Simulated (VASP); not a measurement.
ZnS, 2 atoms in the cell. It takes space group F-43m (No. 216, cubic). The conventional cell has a = 5.404 Å, b = 5.404 Å, c = 5.404 Å, α = 90.00°, β = 90.00°, γ = 90.00°. Zn (site symmetry -43m) has 4 S at 2.34 Å as nearest neighbours. Around S (site symmetry -43m) lie 4 Zn at 2.34 Å. 

* Program: VASP 6.6.1
* Task: single point
* Functional: PBE
* Potentials or basis: VASP PAW PBE potentials, release 64 (Zn, S)
* Cutoff: 300 eV
* k mesh: 8 × 8 × 8
* Occupations: gaussian, width 0.02 eV
* Spin: no spin polarisation
* Further INCAR settings: ALGO = Fast; EDIFF = 1e-07

Potentials or basis: VASP PAW PBE potentials, release 64 (Zn, S).

Launch:

```console
$ cat potpaw_PBE.64/Zn/POTCAR potpaw_PBE.64/S/POTCAR > POTCAR
$ mpirun -np 1 vasp_std > vasp.out
```

Hardware: 1 thread of Intel(R) Xeon(R) Platinum 8259CL CPU @ 2.50GHz (Skylake/Cascade Lake), on a shared host.

Task: How long does it take, and how much memory?

Result: Run time: 8.5 s on 1 thread of Intel(R) Xeon(R) Platinum 8259CL CPU @ 2.50GHz (Skylake/Cascade Lake), with other jobs on the host, peak memory 0.13 GiB. Counts: scf iterations 17, k points 29.
